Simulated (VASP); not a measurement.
OSZICAR of a VASP run on Sn (beta):

File OSZICAR:
```
       N       E                     dE             d eps       ncg     rms          rms(c)
DAV:   1     0.210810159173E+03    0.21081E+03   -0.15130E+04  5872   0.226E+03
DAV:   2     0.186403408450E+02   -0.19217E+03   -0.19012E+03  5870   0.444E+02
DAV:   3     0.142956879792E+00   -0.18497E+02   -0.18314E+02  6652   0.142E+02
DAV:   4    -0.462514876842E+00   -0.60547E+00   -0.60215E+00  6456   0.277E+01
DAV:   5    -0.486603416304E+00   -0.24089E-01   -0.24087E-01  7788   0.523E+00    0.146E+00
DAV:   6    -0.491572449887E+00   -0.49690E-02   -0.23064E-02  6650   0.197E+00    0.817E-01
DAV:   7    -0.499545239742E+00   -0.79728E-02   -0.20086E-02  5968   0.168E+00    0.123E-01
DAV:   8    -0.500991706648E+00   -0.14465E-02   -0.34449E-03  6130   0.679E-01    0.514E-02
DAV:   9    -0.501065558676E+00   -0.73852E-04   -0.14510E-04  7560   0.116E-01    0.228E-02
DAV:  10    -0.501093125137E+00   -0.27566E-04   -0.81450E-05  5930   0.918E-02    0.298E-03
DAV:  11    -0.501094339159E+00   -0.12140E-05   -0.28384E-06  6372   0.187E-02    0.214E-03
DAV:  12    -0.501094782587E+00   -0.44343E-06   -0.25579E-06  4620   0.128E-02    0.494E-04
DAV:  13    -0.501094859186E+00   -0.76599E-07   -0.92348E-08  4364   0.324E-03
   1 F= -.50109486E+00 E0= -.50074941E+00  d E =-.501095E+00
       N       E                     dE             d eps       ncg     rms          rms(c)
DAV:   1    -0.506965943478E+00   -0.58712E-02   -0.14453E-01  6268   0.333E+00    0.354E-01
DAV:   2    -0.503587701559E+00    0.33782E-02   -0.70887E-03  6820   0.133E+00    0.220E-01
DAV:   3    -0.501811567010E+00    0.17761E-02   -0.42425E-03  7288   0.919E-01    0.302E-02
DAV:   4    -0.501860917534E+00   -0.49351E-04   -0.77710E-04  6046   0.359E-01    0.178E-02
DAV:   5    -0.501859248959E+00    0.16686E-05   -0.26458E-05  8376   0.953E-02    0.345E-03
DAV:   6    -0.501859440039E+00   -0.19108E-06   -0.18292E-06  6346   0.162E-02    0.183E-03
DAV:   7    -0.501859423637E+00    0.16402E-07   -0.16978E-07  4556   0.592E-03
   2 F= -.50185942E+00 E0= -.50156708E+00  d E =-.764564E-03
       N       E                     dE             d eps       ncg     rms          rms(c)
DAV:   1    -0.528000744623E+00   -0.26141E-01   -0.71786E-01  6268   0.743E+00    0.791E-01
DAV:   2    -0.511120589397E+00    0.16880E-01   -0.35348E-02  6466   0.256E+00    0.491E-01
DAV:   3    -0.502252938226E+00    0.88677E-02   -0.21025E-02  7710   0.195E+00    0.670E-02
DAV:   4    -0.502468249806E+00   -0.21531E-03   -0.35534E-03  6024   0.746E-01    0.396E-02
DAV:   5    -0.502459007023E+00    0.92428E-05   -0.12382E-04  8388   0.209E-01    0.753E-03
DAV:   6    -0.502460045660E+00   -0.10386E-05   -0.86941E-06  6372   0.358E-02    0.391E-03
DAV:   7    -0.502460106950E+00   -0.61290E-07   -0.88016E-07  5570   0.119E-02
   3 F= -.50246011E+00 E0= -.50232566E+00  d E =-.136525E-02
```

### Question
Which electronic solver shows in the log?

### Answer
It is blocked Davidson (ALGO = Normal, or the opening steps of other solvers). The INCAR had ALGO = Normal.

### Question
Can the final energy be trusted as converged?

### Answer
The run converged. It stopped with EDIFF = 1E-7, NELM = 100, NSW = 30 and EDIFFG = -0.01 after 3 ionic steps (vdW-DF2, plane waves, VASP's PBE PAW potentials (set 64)).

The compound is Sn in the beta structure. This run relaxes it. Symmetry was kept, so distortions that lower it aren't found.
